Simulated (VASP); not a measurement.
Here is the system:

```xyz
3
Lattice="-1.6016 1.6016 3.9238 1.6016 -1.6016 3.9238 1.6016 1.6016 -3.9238" Properties=species:S:1:pos:R:3 pbc="T T T"
Si     0.0000     0.0000     5.2178
Si     0.0000     0.0000     2.6299
Mo     0.0000     0.0000     0.0000
```

All values below come from vdW-DF-cx, VASP's PBE PAW potentials (set 64) (plane waves; VASP 6.6.1). Numerical set-up: 520 eV cut-off, 15×15×15 Γ-centred mesh, tetrahedra with Blöchl corrections, potentials Si Mo_sv.

### Question
What does the run give for the energy per atom (σ→0), band gap (on the k-mesh) with the smallest direct gap where there is one?

### Answer

```yaml
band gap (on the k-mesh): none (metal, semimetal or under 0.01 eV)
energy per atom (σ→0): -603.2 kJ/mol of atoms
```

The compound is MoSi2 in the MoSi2 type structure. It was relaxed first.
